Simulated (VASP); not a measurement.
Given:

```yaml
crystal:
  lattice:
    - [1.91848, -3.32291, 0.00000]
    - [1.91848, 3.32291, 0.00000]
    - [0.00000, 0.00000, 6.13421]
  atoms:
    - { symbol: Sn, position: [0.00000, 0.00000, 0.00000] }
    - { symbol: Se, position: [0.33333, 0.66667, 0.25981] }
    - { symbol: Se, position: [0.66667, 0.33333, 0.74019] }
```

All values below come from vdW-DF-cx, VASP's PBE PAW potentials (set 64) (plane waves; VASP 6.6.1). Settings: 520 eV cut-off, 8×8×4 Γ-centred mesh, tetrahedra with Blöchl corrections, potentials Sn_d Se.

Problem. Which forces act on the atoms, in eV/Å?

Solution. 
```csv
atom,Fx,Fy,Fz
Sn1,0.000,0.000,0.000
Se2,0.000,0.000,0.055
Se3,0.000,0.000,-0.055
```

Problem. Give the stress tensor in GPa (positive for a compressed cell).

Solution. 
```
-0.12   0.00   0.00
 0.00  -0.12   0.00
 0.00   0.00  -0.05
```
The pressure is its mean diagonal, -0.10 GPa.

The compound is SnSe2 in the 1T layered structure. It was relaxed first.
